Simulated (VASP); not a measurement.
# Cs3GaF6 (Fm-3m) in VASP: single point with LDA

Aim: the single point of Cs3GaF6 with LDA.

Program: VASP 6.6.1. These are calculated values, not measurements. Logs are shortened: lines on timing, memory, paths and dates and some standing lists are left out, and cuts for length are marked.

**1. The structure**

Symmetry: Fm-3m, No. 225, cubic system. Conventional cell: a = 9.448 Å, b = 9.448 Å, c = 9.448 Å, α = 90.00°, β = 90.00°, γ = 90.00°. Around Cs (site symmetry -43m) lie 12 F at 3.37 Å. Cs (site symmetry m-3m) has 6 F at 2.80 Å as nearest neighbours. Ga (site symmetry m-3m) is surrounded by 6 F at 1.92 Å. F (site symmetry 4mm) has 1 Ga at 1.92 Å as nearest neighbours.

**2. Single point, LDA**

INCAR

```
SYSTEM = Cs3GaF6
PREC = Accurate
ENCUT = 520
EDIFF = 1E-6
ISMEAR = 0
SIGMA = 0.01
LREAL = .FALSE.
LASPH = .TRUE.
NELM = 100
ALGO = Normal
ISIF = 2
LWAVE = .FALSE.
LCHARG = .TRUE.
LELF = .TRUE.
LVHAR = .TRUE.
NBANDS = 52
```

KPOINTS

```
regular mesh
0
G
  4 4 4
  0 0 0
```

POSCAR

```
Cs3GaF6
1.0
    0.0000000000      4.7239000000      4.7239000000
    4.7239000000      0.0000000000      4.7239000000
    4.7239000000      4.7239000000      0.0000000000
Cs Ga F
3 1 6
Direct
    0.7500000000      0.7500000000      0.7500000000
    0.2500000000      0.2500000000      0.2500000000
    0.0000000000      0.0000000000      0.0000000000
    0.5000000000      0.5000000000      0.5000000000
    0.2965000000      0.7035000000      0.7035000000
    0.7035000000      0.2965000000      0.7035000000
    0.7035000000      0.2965000000      0.2965000000
    0.2965000000      0.7035000000      0.2965000000
    0.7035000000      0.7035000000      0.2965000000
    0.2965000000      0.2965000000      0.7035000000
```

Potentials or basis: VASP PAW LDA potentials, release 64 (Cs_sv, Ga_d, F).

The run is started by

```console
cat potpaw_LDA.64/Cs_sv/POTCAR potpaw_LDA.64/Ga_d/POTCAR potpaw_LDA.64/F/POTCAR > POTCAR
mpirun -np 1 vasp_std > vasp.out
```

OUTCAR:

```text
SYSTEM = Cs3GaF6
   PREC = Accurate
   ENCUT = 520
   EDIFF = 1E-6
   ISMEAR = 0
   LREAL = .FALSE.
   LASPH = .TRUE.
   NELM = 100
   ISIF = 2

 ion  position               nearest neighbor table
   1  0.750  0.750  0.750-
   2  0.250  0.250  0.250-
   3  0.000  0.000  0.000-
   4  0.500  0.500  0.500-   5 1.92   6 1.92   7 1.92   8 1.92   9 1.92  10 1.92
   5  0.297  0.703  0.703-   4 1.92
   6  0.703  0.297  0.703-   4 1.92
   7  0.703  0.297  0.297-   4 1.92
   8  0.297  0.703  0.297-   4 1.92
   9  0.703  0.703  0.297-   4 1.92
  10  0.297  0.297  0.703-   4 1.92

  LATTYP: Found a face centered cubic cell.
 ALAT       =     9.4478000000

  Lattice vectors:

 A1 = (   0.0000000000,   4.7239000000,   4.7239000000)
 A2 = (   4.7239000000,   0.0000000000,   4.7239000000)
 A3 = (   4.7239000000,   4.7239000000,   0.0000000000)

Analysis of symmetry for initial positions (statically):
=====================================================================
 Subroutine PRICEL returns:
 Original cell was already a primitive cell.

 Routine SETGRP: Setting up the symmetry group for a
 face centered cubic supercell.

 Subroutine GETGRP returns: Found 48 space group operations
 (whereof 48 operations were pure point group operations)
 out of a pool of 48 trial point group operations.

The static configuration has the point symmetry O_h .

Analysis of symmetry for dynamics (positions and initial velocities):
=====================================================================
 Subroutine PRICEL returns:
 Original cell was already a primitive cell.

 Routine SETGRP: Setting up the symmetry group for a
 face centered cubic supercell.

 Subroutine GETGRP returns: Found 48 space group operations
 (whereof 48 operations were pure point group operations)
 out of a pool of 48 trial point group operations.

The dynamic configuration has the point symmetry O_h .

 Subroutine INISYM returns: Found 48 space group operations
 (whereof 48 operations are pure point group operations),
 and found     1 'primitive' translations

----------------------------------------------------------------------------------------

                                     Primitive cell

  volume of cell :     210.8298

  direct lattice vectors                    reciprocal lattice vectors
     0.000000000  4.723900000  4.723900000    -0.105844747  0.105844747  0.105844747
     4.723900000  0.000000000  4.723900000     0.105844747 -0.105844747  0.105844747
[... 94 lines left out ...]
   PSTRESS=    0.0 pullay stress
   NELECT =      82.0000    total number of electrons
   NUPDOWN=      -1.0000    fix difference up-down
   EMIN   =  10.00;   EMAX   =-10.00  energy-range for DOS
   EFERMI =   0.00;   METHOD = LEGACY
   ISMEAR =     0;   SIGMA  =   0.01  broadening in eV -4-tet -1-fermi 0-gaus
   EFERMI_NEDOS =   21; number of points for ismear=-14 and -15
   IALGO  =     38    algorithm
   IMIX   =      4    mixing-type and parameters
     AMIX     =   0.40;   BMIX     =  1.00
     AMIX_MAG =   1.60;   BMIX_MAG =  1.00
  volume/ion in A,a.u.               =      21.08       142.27
  Fermi-wavevector in a.u.,A,eV,Ry     =   1.195002  2.258227 19.429536  1.428031
  Thomas-Fermi vector in A             =   2.330979
   LORBIT       =      0    0 simple, 1 ext, 2 COOP (PROOUT), +10 PAW based schemes
   GGA     = CA    functional components
   LHFCALC =     F    Hartree Fock is set to
   AEXX    =    0.0000 exact exchange contribution
   IVDW    =     0    specifies the selected vdW correction
   LEPSILON=     F    determine dielectric tensor
   LRPA    =     F    only Hartree local field effects (RPA)
 non-spin polarized calculation
 Gauss-broadening in eV      SIGMA  =   0.01
  energy-cutoff  :      520.00
  volume of cell :      210.83
 maximum number of plane-waves:      5769
 NGX is ok and might be reduce to    50
   NGX = 25   NGY = 25   NGZ = 25

 number of electron      81.9999979 magnetization

 Free energy of the ion-electron system (eV)
  ---------------------------------------------------
  ext. energy  EPLUGINS =         0.00000000
  ---------------------------------------------------
  free energy    TOTEN  =       -48.81761813 eV

  energy without entropy =      -48.81761813  energy(sigma->0) =      -48.81761813

 E-fermi :  -1.9153     XC(G=0):  -9.1999

 val. band max:       -2.0194335461   @ k =   0.5000   0.0000   0.0000
 cond. band min:       3.6945447116   @ k =   0.0000   0.0000   0.0000
 fundamental gap:      5.7139782578
 Fermi energy:        -1.9152554875

 k-point     1 :       0.0000    0.0000    0.0000
  band No.  band energies     occupation
      1     -21.7470      2.00000
      2     -21.1269      2.00000
      3     -21.1269      2.00000
      4     -21.1269      2.00000
      5     -21.0377      2.00000
      6     -21.0377      2.00000
[... 429 lines left out ...]
     51       7.6832      0.00000
     52       8.2234      0.00000

------------------------ aborting loop because EDIFF is reached ----------------------------------------

  FORCE on cell =-STRESS in cart. coord.  units (eV):
  Direction    XX          YY          ZZ          XY          YZ          ZX
  --------------------------------------------------------------------------------------
  -------------------------------------------------------------------------------------
  Total       -4.8522304     -4.8522304     -4.8522304     -0.0000000     -0.0000000      0.0000000
  in kB      -36.8739713    -36.8739713    -36.8739713     -0.0000000     -0.0000000      0.0000000
  external PRESSURE =     -36.8739713 kB  Pullay stress =       0.0000000 kB

 VOLUME and BASIS-vectors are now :
 -----------------------------------------------------------------------------
  energy-cutoff  :      520.00
  volume of cell :      210.83
      direct lattice vectors                 reciprocal lattice vectors
     0.000000000  4.723900000  4.723900000    -0.105844747  0.105844747  0.105844747
     4.723900000  0.000000000  4.723900000     0.105844747 -0.105844747  0.105844747
     4.723900000  4.723900000  0.000000000     0.105844747  0.105844747 -0.105844747

 POSITION                                       TOTAL-FORCE (eV/Angst)
 -----------------------------------------------------------------------------------
      7.08585      7.08585      7.08585        -0.000000     -0.000000     -0.000000
      2.36195      2.36195      2.36195        -0.000000     -0.000000     -0.000000
      0.00000      0.00000      0.00000        -0.000000     -0.000000     -0.000000
      4.72390      4.72390      4.72390        -0.000000     -0.000000     -0.000000
      6.64653      4.72390      4.72390        -0.232470     -0.000000     -0.000000
      4.72390      6.64653      4.72390        -0.000000     -0.232470     -0.000000
      2.80127      4.72390      4.72390         0.232470     -0.000000     -0.000000
      4.72390      2.80127      4.72390        -0.000000      0.232470     -0.000000
      4.72390      4.72390      6.64653        -0.000000     -0.000000     -0.232470
      4.72390      4.72390      2.80127        -0.000000     -0.000000      0.232470
 -----------------------------------------------------------------------------------
    total drift:                                0.000000      0.000000      0.000000

  FREE ENERGIE OF THE ION-ELECTRON SYSTEM (eV)
  ---------------------------------------------------
  free  energy   TOTEN  =       -48.8176181328 eV

  energy  without entropy=      -48.8176181328  energy(sigma->0) =      -48.81761813
```

OSZICAR:

```text
N       E                     dE             d eps       ncg     rms          rms(c)
DAV:   1     0.864767771352E+03    0.86477E+03   -0.38562E+04   876   0.170E+03
DAV:   2     0.646625647539E+02   -0.80011E+03   -0.75234E+03  1056   0.465E+02
DAV:   3    -0.495522675876E+02   -0.11421E+03   -0.11315E+03   896   0.159E+02
DAV:   4    -0.542037183771E+02   -0.46515E+01   -0.46257E+01  1056   0.371E+01
DAV:   5    -0.542977007456E+02   -0.93982E-01   -0.93800E-01   964   0.475E+00    0.125E+01
DAV:   6    -0.489842533953E+02    0.53134E+01   -0.19458E+01  1204   0.356E+01    0.391E+00
DAV:   7    -0.489901953508E+02   -0.59420E-02   -0.36591E+00   928   0.729E+00    0.299E+00
DAV:   8    -0.488570822917E+02    0.13311E+00   -0.42820E-01  1180   0.404E+00    0.847E-01
DAV:   9    -0.488161151646E+02    0.40967E-01   -0.89495E-02  1268   0.209E+00    0.200E-01
DAV:  10    -0.488175612643E+02   -0.14461E-02   -0.15607E-02   960   0.522E-01    0.808E-02
DAV:  11    -0.488176359360E+02   -0.74672E-04   -0.61723E-04  1160   0.127E-01    0.312E-02
DAV:  12    -0.488176176663E+02    0.18270E-04   -0.58551E-05  1152   0.611E-02    0.946E-03
DAV:  13    -0.488176186074E+02   -0.94105E-06   -0.27495E-05  1260   0.286E-02    0.559E-03
DAV:  14    -0.488176181328E+02    0.47458E-06   -0.42509E-06   872   0.132E-02
   1 F= -.48817618E+02 E0= -.48817618E+02  d E =-.517661E-50
```

Run time: 90 s. Hardware: 1 thread of Intel Xeon Platinum 8559C (Emerald Rapids), shared host; peak memory 0.31 GiB.

Results:

```yaml
Free_energy: -48.8176 eV
Pressure: -3.7 GPa
Largest_force: 0.232 eV/Å
Band_gap_on_the_k_mesh: 5.71 eV, indirect (least direct gap 5.75 eV)
```

Forces in eV/Å, atoms in the order of the input:
```
Cs   0.000  0.000  0.000
Cs   0.000  0.000  0.000
Cs   0.000  0.000  0.000
Ga   0.000  0.000  0.000
F   -0.232  0.000  0.000
F    0.000 -0.232  0.000
F    0.232  0.000  0.000
F    0.000  0.232  0.000
F    0.000  0.000 -0.232
F    0.000  0.000  0.232
```

Caveat: spin-orbit coupling is left out, which moves the levels of the heavy elements. As with any semilocal functional, this LDA gap is likely too small.
